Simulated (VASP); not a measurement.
VASP ran on this input.

POSCAR:
```
AuZn
1
    3.2523541068     0.0000000000     0.0000000000
    0.0000000000     3.2523541068     0.0000000000
    0.0000000000     0.0000000000     3.2523541068
Zn Au
1 1
Direct
  0.5000000000   0.5000000000   0.5000000000
  0.0000000000   0.0000000000   0.0000000000
```

### INCAR
```
! general
SYSTEM =AuZn
PREC   =Accurate
ENCUT  =520   ! plane-wave cut-off (eV)
LREAL  =F   ! projection in real space or not
LASPH  =T   ! aspherical one-centre terms

! electronic loop
EDIFF  =1E-7   ! SCF stop (eV)
NELM   =100   ! most electronic steps
ALGO   =Normal
LMAXMIX=6   ! l cut-off of mixed one-centre charges

! smearing
ISMEAR =1
SIGMA  =0.1

! functional
GGA    =RP   ! RPBE

! ions
ISIF   =2   ! forces and stress, cell fixed

! output
LWAVE  =F
LCHARG =F
```

File KPOINTS:
```
Automatic mesh
0
Gamma
11 11 11
0 0 0
```

POTCAR, in this order: Zn Au (PBE.64 set). Program: vasp_std.

Question: Write an equivalent input for Ansatz.

Answer: One equivalent input (not run):
Ansatz 0.2 input:
```yaml
crystal:
  lattice:
    - [3.2523541, 0.0000000, 0.0000000]
    - [0.0000000, 3.2523541, 0.0000000]
    - [0.0000000, 0.0000000, 3.2523541]
  atoms:
    - { symbol: Zn, position: [0.5000000, 0.5000000, 0.5000000] }
    - { symbol: Au, position: [0.0000000, 0.0000000, 0.0000000] }
kpoints:
  mp_grid: { grid: [11, 11, 11] }
hamiltonian:
  xc: rpbe
  pseudopotentials: { kind: paw }
scf:
  occupations: { method: methfessel_paxton, width: 0.1 }
  max_iter: 100
output: { forces: true, stress: true, eigenvalues: true }
```
The two are equivalent in intent, not identical: each code has its own PAW files, so the cut-off isn't converted (ENCUT is set for VASP's; basis.ecutwfc is left out, and Ansatz then takes the one that its files recommend); Ansatz stops its SCF on the density residual and VASP on the energy change (EDIFF).

The compound is AuZn in the CsCl type structure. This cell is one point of a volume scan, at 1.03 of the reference volume.
